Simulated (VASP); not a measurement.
Data:

```
MgI2
1.0
    2.11650    -3.66588     0.00000
    2.11650     3.66588     0.00000
    0.00000     0.00000     6.99720
Mg I
1 2
Direct
  0.00000   0.00000   0.00000
  0.33333   0.66667   0.24200
  0.66667   0.33333   0.75800
```

Level of theory: PBE GGA, VASP's PBE PAW potentials (set 64) (plane waves; VASP). Settings: 400 eV cut-off, 6×6×3 Γ-centred mesh, tetrahedra, potentials Mg I.

Predict the energy per atom (σ→0), largest force.

The energy per atom (σ→0) comes out as -2.570 eV/atom and the largest force is 0.00423 Ha/bohr.

The absolute energy has meaning only against runs of the same code, potentials and settings.

The compound is MgI2 in the 1T layered structure. The cell was not relaxed at this level. The run is one of a series of settings (ISMEAR = -4, SIGMA removed against the base run), some of them coarse on purpose.
